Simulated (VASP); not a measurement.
Level of theory: PBEsol GGA, VASP's PBE PAW potentials (set 64) (plane waves; VASP 6.6.1).

The input files of a VASP run:

**KPOINTS**
```
K-points
0
gamma
6 6 6
```

File POSCAR:
```
SiO2
1
   -2.4898327102     2.4898327102     3.6737647069
    2.4898327102    -2.4898327102     3.6737647069
    2.4898327102     2.4898327102    -3.6737647069
Si O
2 4
Direct
  0.0000000000   0.0000000000   0.0000000000
  0.7500000000   0.2500000000   0.5000000000
  0.3750000000   0.2224498687   0.3474498687
  0.7775501313   0.1250000000   0.1525501313
  0.8750000000   0.0275501313   0.6525501313
  0.9724498687   0.6250000000   0.8474498687
```

### INCAR
```
! general
SYSTEM   = SiO2
PREC     = Accurate
ENCUT    = 520
LREAL    = F
LASPH    = T

! electronic loop
EDIFF    = 1E-8
NELM     = 100
ALGO     = Normal

! smearing
ISMEAR   = 0
SIGMA    = 0.01

! functional
GGA      = PS

! ions
IBRION   = 8
NSW      = 1

! output
LWAVE    = F
LCHARG   = F

! other
LEPSILON = T
```

POTCAR, in this order: Si O (PBE.64 set). Program: vasp_std.

Output

### OUTCAR
```


 HEAD OF MICROSCOPIC STATIC DIELECTRIC TENSOR (INDEPENDENT PARTICLE, excluding Hartree and local field effects)
 ------------------------------------------------------
           2.350604     0.000000     0.000000
           0.000000     2.350604     0.000000
           0.000000    -0.000000     2.329903
 ------------------------------------------------------

 MACROSCOPIC STATIC DIELECTRIC TENSOR (including local field effects in DFT)
 ------------------------------------------------------
           2.229449     0.000000     0.000000
           0.000000     2.229449     0.000000
          -0.000000     0.000000     2.241357
 ------------------------------------------------------

 PIEZOELECTRIC TENSOR (including local field effects)  for field in x, y, z        (e  Angst)
          XX          YY          ZZ          XY          YZ          ZX
  --------------------------------------------------------------------------------
  x     0.00000     0.00000     0.00000     0.00000    -1.02096     0.00000
  y    -0.00000     0.00000    -0.00000     0.00000     0.00000    -1.02096
  z     0.00000     0.00000     0.00000    -1.50374     0.00000     0.00000

 PIEZOELECTRIC TENSOR (including local field effects)  for field in x, y, z        (C/m^2)
          XX          YY          ZZ          XY          YZ          ZX
  --------------------------------------------------------------------------------
  x     0.00000     0.00000     0.00000     0.00000    -0.17956     0.00000
  y    -0.00000     0.00000    -0.00000     0.00000     0.00000    -0.17956
  z     0.00000     0.00000     0.00000    -0.26447     0.00000     0.00000

 BORN EFFECTIVE CHARGES (including local field effects) (in |e|, cummulative output)
 ---------------------------------------------------------------------------------
 ion    1
    1     3.27554    -0.39094     0.00000
    2     0.39094     3.27554     0.00000
    3     0.00000    -0.00000     3.35068
 ion    2
    1     3.27554     0.39094     0.00000
    2    -0.39094     3.27554     0.00000
    3     0.00000     0.00000     3.35068
 ion    3
    1    -1.05999     0.00000    -0.00000
    2    -0.00000    -2.21555    -0.90097
    3     0.00000    -0.88194    -1.67534
 ion    4
    1    -2.21555     0.00000     0.90097
    2    -0.00000    -1.05999     0.00000
    3     0.88194     0.00000    -1.67534
 ion    5
    1    -1.05999     0.00000    -0.00000
    2    -0.00000    -2.21555     0.90097
    3     0.00000     0.88194    -1.67534
 ion    6
    1    -2.21555     0.00000    -0.90097
    2     0.00000    -1.05999    -0.00000
    3    -0.88194     0.00000    -1.67534
```
(Selected blocks of OUTCAR.)

OUTCAR:
```
 val. band max:       -0.5952474267   @ k =   0.0000   0.0000   0.0000

 cond. band min:       5.2076674478   @ k =   0.0000   0.0000   0.0000


 Fermi energy:        -0.5531125661

 k-point     1 :       0.0000    0.0000    0.0000
  band No.  band energies     occupation
      1     -19.6692      2.00000
      2     -17.6025      2.00000
      3     -17.6025      2.00000
      4     -17.5418      2.00000
      5      -9.8013      2.00000
      6      -6.0991      2.00000
      7      -6.0991      2.00000
      8      -5.8278      2.00000
      9      -3.1113      2.00000
     10      -2.6780      2.00000
     11      -2.1816      2.00000
     12      -2.1816      2.00000
     13      -2.1277      2.00000
     14      -1.2928      2.00000
     15      -0.5952      2.00000
     16      -0.5952      2.00000
     17       5.2077      0.00000
     18       8.0292      0.00000
     19       9.8068      0.00000
     20       9.8068      0.00000

 k-point     2 :       0.1667    0.0000   -0.0000
  band No.  band energies     occupation
      1     -19.5871      2.00000
      2     -17.7283      2.00000
      3     -17.6073      2.00000
      4     -17.5626      2.00000
      5      -9.5872      2.00000
      6      -6.1672      2.00000
      7      -6.0560      2.00000
      8      -5.7763      2.00000
      9      -3.1094      2.00000
     10      -2.6599      2.00000
     11      -2.4914      2.00000
     12      -2.1815      2.00000
     13      -2.1363      2.00000
     14      -1.2836      2.00000
     15      -0.6820      2.00000
     16      -0.6442      2.00000
     17       5.6260      0.00000
     18       8.2447      0.00000
     19       9.2619      0.00000
     20       9.7661      0.00000

 k-point     3 :       0.3333   -0.0000    0.0000
  band No.  band energies     occupation
      1     -19.3792      2.00000
      2     -18.0473      2.00000
      3     -17.6155      2.00000
      4     -17.5761      2.00000
      5      -9.0997      2.00000
...
```

The structure comes from a computed database's SiO2 entry (I-42d); how it stands against other phases isn't given here. It was relaxed first.
